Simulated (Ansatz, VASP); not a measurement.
## HfB2 in two plane-wave programs

Wanted: the spread between two codes on one cell, functional and k mesh. The cell is taken from a series of runs on this material, whose earlier steps may have relaxed, scaled, displaced or heated it; both programs get it as it stands.

Method: plane waves, with VASP 6.6.1 beside it; zone-centre phonons at LDA, in Ansatz 0.2.0.

## 1. The structure

Symmetry: P6/mmm, No. 191, hexagonal system. The conventional cell has a = 3.122 Å, b = 3.122 Å, c = 3.449 Å, α = 90.00°, β = 90.00°, γ = 120.00°. Nearest to B lie 3 B at 1.80 Å and 6 Hf at 2.49 Å. Hf has 12 B at 2.49 Å nearest. Farther neighbours are not listed.

## 2. Ansatz: zone-centre phonons, LDA

Ansatz runs on its PAW soft_1 files.

Second derivatives magnify differences that forces hide, and they need a tight electronic threshold.

The input, input.yaml:

```yaml
crystal:
  lattice:
    - [3.1218154328, 0.0, 0.0]
    - [-1.5609077164, 2.7035714707, 0.0]
    - [0.0, 0.0, 3.4486939353]
  atoms:
    - { symbol: B, position: [0.3333333333, 0.6666666667, 0.5] }
    - { symbol: B, position: [0.6666666667, 0.3333333333, 0.5] }
    - { symbol: Hf, position: [0.0, 0.0, 0.0] }
kpoints:
  mp_grid: { grid: [15, 15, 12] }
hamiltonian:
  xc: lda
  pseudopotentials: { kind: paw, azcp: { folder: soft_1 }, xc_functional: pbe }
scf:
  occupations: { method: methfessel_paxton, width: 0.2 }
output:
  eigenvalues: true
phonons:
  method: dfpt
```

Started as:

```console
> ansatz run input.yaml --threads 4 --pin off --max-ram 10240MiB --backend cpu --events-out ev --progress --plain --runs-dir out
```

Numbers of over 12 decimals in the logs are rounded to 6 here.

The log of the run:

```text
zone centre: on kpoints.mp_grid the ground state, and the responses unless they are solved on pairs of k-points, stand on 448 of the mesh's 2700 k-points, reduced under 4 symmetry operations, with k and −k counted as one. Each operation leaves every solved displacement unchanged or reverses it
Engine: ansatz 0.2.0, x86_64-unknown-linux-gnu
Pseudopotentials: kind: paw
Pseudopotential: B, paw, valence charge 3, recommended cutoff 420 eV (normal), soft_1/B.paw.azcp
Pseudopotential: Hf, paw, valence charge 26, recommended cutoff 420 eV (normal), soft_1/Hf.paw.azcp
Functional definition: SPW92
  exchange = slater_x
  correlation = pw_c
Crystal: 3 atoms, lattice volume = 29.107 Å³
Basis set: ecut = 420 eV, 563 PW (Γ), exchange–correlation on 48×48×48 points (8 copies of the dense FFT grid, shifted against one another)
Bands: 20, of which v1, the nominal top of the filled ones, is band 16 counted from 1 (15 counted from 0)
Symmetry: 24 space group operations
k-points: 448 of 2700 (irreducible under 4 space group operations, time reversal used)
Non-local potential: B, projectors of the file, l = 0: 2, l = 1: 2, l = 2: 1
Non-local potential: Hf, projectors of the file, l = 0: 3, l = 1: 2, l = 2: 2, l = 3: 3
PAW form: soft (Blöchl's): semilocal exchange-correlation on the pseudo side does not see the compensation charge
PAW frozen core: B, regenerated for the run's functional, and the local potential with it (the file was generated under x = pbe(κ = 0.804, μ = 0.219515), c = pbe(β = 0.066725))
PAW frozen core: Hf, regenerated for the run's functional, and the local potential with it (the file was generated under x = pbe(κ = 0.804, μ = 0.219515), c = pbe(β = 0.066725))
PAW one-centre angular grid: B, 110 points (default); XC on 64 Gauss nodes
PAW one-centre angular grid: Hf, 590 points (default); XC on 64 Gauss nodes
Initial density: superposition of atomic densities (chi_scale 0.1, normalization cell, long waves kept (reshape's long-wave potential 0.00 eV rms))
Initial wavefunctions: pseudopotential atomic-orbital guess
Functional: x = slater, c = lda
SCF iter   1: F=—  HF=-15780.949787 eV  |F-HF|=—  |Δ(HF+E_count)|=         —  Δρ=6.60e-2  dr2=2.01e0  ethr=3.10e-3  ⟨swp⟩=4.1  Hψ=34957  notcnv=0
preconditioner: auto → none  [metal: Δε(μ)=0.035 eV  Ē_g=16.718 eV  σ=0.200 eV  W_gap=0.15  n_scr=8 (ndim 8)  ℏωp=37.7 eV  f_vac=0.000  D(μ)=0.24/eV (n_scr^D=0)  sad-step TF]
SCF iter   2: F=—  HF=-15780.518463 eV  |F-HF|=—  |Δ(HF+E_count)|=   4.31e-1  S|Δr|=    0.00e0  Δρ=3.48e-2  dr2=5.78e-1  ethr=3.10e-3  ⟨swp⟩=2.7  Hψ=17579  notcnv=0
SCF iter   3: F=—  HF=-15780.377351 eV  |F-HF|=—  |Δ(HF+E_count)|=   1.41e-1  S|Δr|=    0.00e0  Δρ=1.07e-2  dr2=2.12e-2  ethr=1.81e-3  ⟨swp⟩=2.1  Hψ=18446  notcnv=0
SCF iter   4: F=—  HF=-15780.319356 eV  |F-HF|=—  |Δ(HF+E_count)|=   5.80e-2  S|Δr|=    0.00e0  Δρ=2.94e-3  dr2=1.35e-3  ethr=6.62e-5  ⟨swp⟩=2.3  Hψ=18170  notcnv=0
SCF iter   5: F=—  HF=-15780.322276 eV  |F-HF|=—  |Δ(HF+E_count)|=   2.92e-3  S|Δr|=    0.00e0  Δρ=9.39e-4  dr2=2.59e-4  ethr=4.21e-6  ⟨swp⟩=2.0  Hψ=16497  notcnv=0
SCF iter   6: F=—  HF=-15780.322068 eV  |F-HF|=—  |Δ(HF+E_count)|=   2.08e-4  S|Δr|=    0.00e0  Δρ=1.09e-4  dr2=6.05e-6  ethr=8.08e-7  ⟨swp⟩=2.0  Hψ=16129  notcnv=0
SCF iter   7: F=—  HF=-15780.322065 eV  |F-HF|=—  |Δ(HF+E_count)|=   2.71e-6  S|Δr|=    0.00e0  Δρ=3.30e-5  dr2=5.26e-7  ethr=1.89e-8  ⟨swp⟩=2.0  Hψ=14511  notcnv=0
SCF iter   8: F=—  HF=-15780.322067 eV  |F-HF|=—  |Δ(HF+E_count)|=   1.55e-6  S|Δr|=    0.00e0  Δρ=4.70e-6  dr2=8.21e-9  ethr=1.64e-9  ⟨swp⟩=2.0  Hψ=11924  notcnv=0
SCF iter   9: F=—  HF=-15780.322067 eV  |F-HF|=—  |Δ(HF+E_count)|=   2.50e-9  S|Δr|=    0.00e0  Δρ=3.64e-7  dr2=5.72e-11  ethr=2.57e-11  ⟨swp⟩=2.1  Hψ=15154  notcnv=0
SCF iter  10: F=-15780.322067 eV  HF=-15780.322067 eV  |F-HF|=5.46e-12  |Δ(HF+E_count)|=  9.09e-12  S|Δr|=    0.00e0  Δρ=5.16e-8  dr2=3.51e-13  ethr=1.00e-12  ⟨swp⟩=5.9  Hψ=43356  notcnv=0
SCF 1 converged in 10 iterations: F = -15780.322067 eV  dr2 = 3.51e-13
  greatest PAW one-centre occupation: 0.998 electrons in one spin orbital (limit 2), on the Hf atom at site 2 (counted from 0), in its partial waves of l = 3
DFPT response loops at Γ: preconditioner auto → Kerker (q_TF=auto, 2.772 Å⁻¹) (partly filled bands, converged f_vac=0.000); β = 1.00, the filter's whole step (`scf.mixing.beta` (0.50) is not read by the response loops under this deck's `scf.mixing.preconditioner`; to damp them name `kerker` or `kerker_dos`, under which they read `scf.mixing.beta`, and type it under 1.00, their step now; both keys bind the ground state too); Broyden in place of MSR1
SCF converged after 10 iterations
Stability not checked: this state was not tested for a lower state beside it, because cold or Methfessel-Paxton smearing, or corrected tetrahedra, fill the levels in a way that the test cannot read (fill_not_monotonic; see scf.lower_state_search)
Free energy (F): -15780.322067 eV
Harris-Foulkes:  -15780.322067 eV  (|F-HF|=5.46e-12)
Internal energy: -15780.322500 eV  (E = F + TS)
E sigma→0 (E₀):  -15780.322175 eV
Entropy (-TS):   0.000434 eV (0.145 meV/atom)
Fermi energy:    19.275437 eV
--- Per-component energies (eV) ---
  E_band       = 90.011417
  E_kinetic    = 513.993125
  E_local      = -6479.401932  (includes V_loc(G=0)·N_el)
  E_nonlocal   = 90.151197
  E_hartree    = 3188.568332
  E_xc         = -332.919311
  E_vxc        = -336.352090  (∫ρ·V_xc dr)
  E_paw        = -7600.092278  (= ΣΔE_a)
  E_vpaw       = -75.515672  (= ΣTr[D̂ρ^β])
  E_aug_tail   = 0.000135  (compensation charges beyond the density's cutoff)
  E_ewald      = -5163.170526
  E_core_change = 2.548757  (= ΣΔE_core)
  E_smearing   = 0.000434  (= −TS)
  E_closure    = 0.000000  (closes the sum)
  Σ components = -15780.322067   (vs F -15780.322067, Δ=0.00e0)
--- Band table (eV; the first three rows and the last of 448) ---
  k-point 0: bands = [... 12 lower, 16.2041, 16.2934, 16.2934, 16.6320, 23.2693, 23.2693, 23.9611, 23.9611]
  k-point 1: bands = [... 12 lower, 15.3450, 16.3669, 16.3669, 17.4505, 22.4511, 22.4511, 23.7176, 23.7176]
  k-point 2: bands = [... 12 lower, 14.2673, 16.5842, 16.5842, 18.4318, 21.4391, 21.4391, 23.0772, 23.0772]
  k-point 447: bands = [... 12 lower, 12.0376, 14.1558, 14.8106, 16.3371, 23.3052, 24.5401, 24.7263, 25.9101]
--- Phonons (Γ-DFPT): 4 representative perturbations + reference, on 448 of 2700 k-points (Σ response iterations 12) ---
  k mesh reduced under 4 symmetry operations, with k and −k counted as one. Each operation leaves every solved displacement unchanged or reverses it
  ASR residual: 1.417e-5 → 0.000e0 eV/Å²; symmetrization residual: 6.646e-7 eV/Å²
  ASR residual per site (eV/Å²): 4.45e-6 4.45e-6 1.42e-5
  Γ frequencies (cm⁻¹): 0.00 0.00 0.00 444.72 444.72 467.18 558.85 810.63 810.63
  non-analytic LO–TO correction: not included (Born effective charges unavailable; polar crystals: no LO–TO splitting at Γ)
```

Reading the cycles: dr2 is the Hartree energy of the density residual (eV), the measure of convergence; HF is the Harris–Foulkes estimate of the energy, which meets the free energy F at convergence.

(Continued in part 2 of 2.)

[Lines on the potential files, build, host, timing and source positions are cut from VASP's logs without a mark.]

[Logs are printed without paths, hosts, clocks, repeated set-up lines and the standing remarks that a program may print on its own settings, such as how far it seeks lower states.]

[Hosts, paths, dates, database ids (printed as entryN), source tags and the programs' standing remarks are cut or masked in the printed files.]
